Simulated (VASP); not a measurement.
```xyz
3
Lattice="0.0000 2.5592 2.5592 2.5592 0.0000 2.5592 2.5592 2.5592 0.0000" Properties=species:S:1:pos:R:3 pbc="T T T"
Zr     0.0000     0.0000     0.0000
O      1.2796     1.2796     1.2796
O      3.8388     3.8388     3.8388
```

Level of theory: PBE GGA, VASP's PBE PAW potentials (set 64) (plane waves; VASP 6.6.1). Settings: 600 eV cut-off, 8×8×8 Γ-centred mesh, Gaussian smearing of 0.050 eV, potentials Zr_sv O.

Energy and stress use the plane-wave basis of the starting cell.

Question: The ions, cell shape and volume at an external pressure of 5.0 GPa are relaxed. Predict the relaxed structure.

Answer: 
```xyz
3
Lattice="0.0000 2.5411 2.5411 2.5411 0.0000 2.5411 2.5411 2.5411 0.0000" Properties=species:S:1:pos:R:3 pbc="T T T"
Zr     0.0000     0.0000     0.0000
O      1.2705     1.2705     1.2705
O      3.8116     3.8116     3.8116
```
Space group Fm-3m (225), at a tolerance of 0.03 Å.

Question: How do energy and volume change from the first to the last step?

Answer: The energy (σ→0) changes by +3.4 meV/atom and the volume by -2.1 %, in 3 ionic steps.

The compound is ZrO2 in the fluorite structure, the high-temperature cubic form, which is unstable at 0 K; the monoclinic form is the stable one. This run relaxes it under an external pressure of 5 GPa. Symmetry was kept, so distortions that lower it aren't found.
